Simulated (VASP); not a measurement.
Output of a VASP run:

**OSZICAR**
```
       N       E                     dE             d eps       ncg     rms          rms(c)
DAV:   1     0.583522612670E+02    0.58352E+02   -0.87933E+03   864   0.129E+03
DAV:   2    -0.287958576058E+02   -0.87148E+02   -0.81598E+02  1216   0.274E+02
DAV:   3    -0.313914191855E+02   -0.25956E+01   -0.25865E+01  1152   0.490E+01
DAV:   4    -0.314069997488E+02   -0.15581E-01   -0.15571E-01  1056   0.390E+00
DAV:   5    -0.314071969788E+02   -0.19723E-03   -0.19718E-03  1120   0.424E-01    0.105E+01
DAV:   6    -0.291340673800E+02    0.22731E+01   -0.78573E+00  1092   0.234E+01    0.442E+00
DAV:   7    -0.290507344653E+02    0.83333E-01   -0.29305E-01  1016   0.561E+00    0.283E+00
DAV:   8    -0.290191733623E+02    0.31561E-01   -0.19399E-01   952   0.426E+00    0.301E-01
DAV:   9    -0.290170146300E+02    0.21587E-02   -0.46249E-03  1096   0.740E-01    0.196E-01
DAV:  10    -0.290174879867E+02   -0.47336E-03   -0.89150E-04  1004   0.391E-01    0.384E-02
DAV:  11    -0.290174793795E+02    0.86072E-05   -0.11047E-04  1116   0.904E-02    0.147E-02
DAV:  12    -0.290174833586E+02   -0.39791E-05   -0.12307E-05  1032   0.458E-02    0.417E-03
DAV:  13    -0.290174830954E+02    0.26325E-06   -0.20034E-07   776   0.447E-03
   1 F= -.29017483E+02 E0= -.29017483E+02  d E =-.290175E+02
```

### OUTCAR
```
------------------------ aborting loop because EDIFF is reached ----------------------------------------
  FORCE on cell =-STRESS in cart. coord.  units (eV):
  Direction    XX          YY          ZZ          XY          YZ          ZX
  --------------------------------------------------------------------------------------
  Total        0.0178513      0.0178513      0.0282724     -0.0000000      0.0000000      0.0000000
  in kB        1.1663755      1.1663757      1.8472746     -0.0000000      0.0000000      0.0000000
  external PRESSURE =       1.3933419 kB  Pullay stress =       0.0000000 kB
  volume of cell :       24.52
      direct lattice vectors                 reciprocal lattice vectors
     1.288443068 -2.231649084  0.000000000     0.388065264 -0.224049562  0.000000000
     1.288443068  2.231649084  0.000000000     0.388065264  0.224049562  0.000000000
     0.000000000  0.000000000  4.264034318     0.000000000  0.000000000  0.234519688
  FREE ENERGIE OF THE ION-ELECTRON SYSTEM (eV)
  ---------------------------------------------------
  free  energy   TOTEN  =       -29.0174830954 eV

  energy  without entropy=      -29.0174830954  energy(sigma->0) =      -29.01748310

 reached required accuracy - stopping structural energy minimisation
```
(Selected blocks of OUTCAR.)

File POSCAR:
```
BN
1
    1.2884430685    -2.2316490845    -0.0000000000
    1.2884430685     2.2316490845     0.0000000000
   -0.0000000000     0.0000000000     4.2640343183
B N
2 2
Direct
  0.6666670000   0.3333330000   0.5000744147
  0.3333330000   0.6666670000   0.0000744147
  0.6666670000   0.3333330000   0.8749255853
  0.3333330000   0.6666670000   0.3749255853
```

Write an INCAR and KPOINTS that could have produced this output.

This is not unique; one that fits is the input of the run itself, vdW-DF2, plane waves, VASP's PBE PAW potentials (set 64).

INCAR:
```
! general
SYSTEM    =  BN
PREC      =  Accurate
ENCUT     =  520
LREAL     =  F
LASPH     =  T

! electronic loop
EDIFF     =  1E-6
NELM      =  100
ALGO      =  Normal

! smearing
ISMEAR    =  0
SIGMA     =  0.05

! functional
GGA       =  ML
LUSE_VDW  =  T
AGGAC     =  0.0
ZAB_VDW   =  -1.8867

! ions
IBRION    =  2
NSW       =  60
ISIF      =  3
EDIFFG    =  -0.02

! output
LWAVE     =  F
LCHARG    =  F
```

**KPOINTS**
```
Automatic mesh
0
Gamma
  9 9 5
```

POTCAR, in this order: B N (PBE.64 set). Program: vasp_std.

The compound is BN in the wurtzite structure, a metastable high-pressure form. It was relaxed first. The start is the result of an earlier pass.
